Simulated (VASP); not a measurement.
Energy against volume of Sn (beta). Level of theory: revPBE GGA, VASP's PBE PAW potentials (set 64) (plane waves; VASP 6.6.1). Settings: 520 eV cut-off, 13×13×13 Γ-centred mesh, first-order Methfessel-Paxton smearing of 0.10 eV, potentials Sn_d.

Shape and ions are relaxed at each volume.

```csv
V (Å³/atom),E (eV/atom)
28.146,-3.49375
29.017,-3.49737
29.887,-3.49376
30.758,-3.48407
```

Problem. Fit these four points and predict the energy of the run at 27.276 Å³/atom.

Solution. A cubic in V^(−2/3), the third-order Birch-Murnaghan form, passes through the four points with V0 = 28.99 Å³/atom and B0 = 44 GPa, and gives -3.4815 eV/atom there. The run gave -3.4814 eV/atom, +0.1 meV/atom from the fit; all five points give B0 = 45 GPa.

The compound is Sn in the beta structure. It was relaxed first, which changed the volume by +7 %.
